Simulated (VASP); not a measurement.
These are r2SCAN meta-GGA, VASP's PBE PAW potentials (set 64) (plane waves; VASP 6.6.1) values and carry that method's errors.

Input for VASP

File POSCAR:
```
Al
1
    0.0000000000     1.9910371781     1.9910371781
    1.9910371781     0.0000000000     1.9910371781
    1.9910371781     1.9910371781     0.0000000000
Al
1
Direct
  0.0000000000   0.0000000000   0.0000000000
```

INCAR:
```
! general
SYSTEM =Al
PREC   =Accurate
ENCUT  =480
LREAL  =F
LASPH  =T

! electronic loop
EDIFF  =1E-7
NELM   =100
ALGO   =Normal
LMIXTAU=T

! smearing
ISMEAR =1
SIGMA  =0.1

! functional
METAGGA=R2SCAN

! ions
ISIF   =2

! output
LWAVE  =F
LCHARG =F
```

### KPOINTS
```
Automatic mesh
0
G
14 14 14
```

POTCAR, in this order: Al (PBE.64 set). Program: vasp_std.

### Question
What does the run give for the energy per atom (σ→0), band gap (on the k-mesh)?

### Answer

```
Item                                                        Result
------------------------  ----------------------------------------
energy per atom (σ→0)                               -6733 meV/atom
band gap (on the k-mesh)  none (metal, semimetal or under 0.01 eV)
```

File OSZICAR:
```
...
DAV:  13    -0.673362726574E+01    0.39159E-06   -0.38307E-05  1450   0.615E-02    0.451E-02
DAV:  14    -0.673363917748E+01   -0.11912E-04   -0.38765E-06  1095   0.231E-02    0.484E-02
DAV:  15    -0.673362940021E+01    0.97773E-05   -0.86470E-06  1105   0.296E-02    0.595E-02
DAV:  16    -0.673362786229E+01    0.15379E-05   -0.11318E-05  1310   0.345E-02    0.620E-02
DAV:  17    -0.673362821397E+01   -0.35168E-06   -0.52868E-07  1280   0.805E-03    0.436E-02
DAV:  18    -0.673363179999E+01   -0.35860E-05   -0.78745E-07  1085   0.120E-02    0.203E-03
DAV:  19    -0.673363170234E+01    0.97647E-07   -0.26093E-07  1100   0.675E-03
   1 F= -.67336317E+01 E0= -.67334752E+01  d E =-.469488E-03
```

The compound is Al in the fcc structure. It was relaxed first.
